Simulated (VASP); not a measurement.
Si (diamond): the band gap from VASP (plane waves, PAW) at several levels of theory. Gaps are without spin-orbit coupling. Each level names its cell: its own relaxed one, PBE's, or the starting one. A gap is the smallest over the k-mesh and a band path; hybrids may have named points in place of the path, and GW has the mesh alone.

```json
[
 {"level": "LDA (own cell)", "band gap (eV)": "0.44", "error against measurement (eV)": "-0.79"},
 {"level": "PBE (own cell)", "band gap (eV)": "0.61", "error against measurement (eV)": "-0.62"},
 {"level": "PBEsol (own cell)", "band gap (eV)": "0.46", "error against measurement (eV)": "-0.77"},
 {"level": "revPBE (own cell)", "band gap (eV)": "0.67", "error against measurement (eV)": "-0.56"},
 {"level": "RPBE (own cell)", "band gap (eV)": "0.70", "error against measurement (eV)": "-0.53"},
 {"level": "AM05 (own cell)", "band gap (eV)": "0.50", "error against measurement (eV)": "-0.73"},
 {"level": "PW91 (own cell)", "band gap (eV)": "0.63", "error against measurement (eV)": "-0.60"},
 {"level": "PBE-D3 (zero damping) (own cell)", "band gap (eV)": "0.60", "error against measurement (eV)": "-0.63"},
 {"level": "PBE-D3(BJ) (own cell)", "band gap (eV)": "0.56", "error against measurement (eV)": "-0.67"},
 {"level": "PBE-D4 (own cell)", "band gap (eV)": "0.56", "error against measurement (eV)": "-0.67"},
 {"level": "optB88-vdW (own cell)", "band gap (eV)": "0.71", "error against measurement (eV)": "-0.52"},
 {"level": "optB86b-vdW (own cell)", "band gap (eV)": "0.62", "error against measurement (eV)": "-0.61"},
 {"level": "vdW-DF2 (own cell)", "band gap (eV)": "0.98", "error against measurement (eV)": "-0.25"},
 {"level": "rev-vdW-DF2 (own cell)", "band gap (eV)": "0.60", "error against measurement (eV)": "-0.63"},
 {"level": "vdW-DF-cx (own cell)", "band gap (eV)": "0.55", "error against measurement (eV)": "-0.68"},
 {"level": "TPSS (own cell)", "band gap (eV)": "0.67", "error against measurement (eV)": "-0.56"},
 {"level": "revTPSS (own cell)", "band gap (eV)": "0.56", "error against measurement (eV)": "-0.67"},
 {"level": "MS2 (own cell)", "band gap (eV)": "1.06", "error against measurement (eV)": "-0.17"},
 {"level": "SCAN (own cell)", "band gap (eV)": "0.84", "error against measurement (eV)": "-0.39"},
 {"level": "r2SCAN (own cell)", "band gap (eV)": "0.80", "error against measurement (eV)": "-0.43"},
 {"level": "r2SCAN+rVV10 (starting cell)", "band gap (eV)": "0.75", "error against measurement (eV)": "-0.48"},
 {"level": "HSE06 (PBE cell)", "band gap (eV)": "1.20", "error against measurement (eV)": "-0.03"},
 {"level": "PBE0 (PBE cell)", "band gap (eV)": "1.84", "error against measurement (eV)": "+0.61"},
 {"level": "Hartree-Fock (PBE cell)", "band gap (eV)": "6.47", "error against measurement (eV)": "+5.24"}
]
```

Measured: 1.23 eV (as given by Wei Chen et al., Physical Review Materials (2018), doi:10.1103/physrevmaterials.2.073803; zero-point renormalisation of 0.06 eV added back (the table's ZPR column)).

The cell of the LDA (own cell) run:

```yaml
crystal:
  lattice:
    - [0.00000, 2.70150, 2.70150]
    - [2.70150, 0.00000, 2.70150]
    - [2.70150, 2.70150, 0.00000]
  atoms:
    - { symbol: Si, position: [0.00000, 0.00000, 0.00000] }
    - { symbol: Si, position: [0.25000, 0.25000, 0.25000] }
```

Only levels that ran to the end are used. Left out are those held back, those with too coarse a band path, GW runs whose mesh misses a band edge, hybrids' fits of cells that aren't cubic and levels without matching references; a question may draw on a part of the rest.

The compound is Si in the diamond structure.
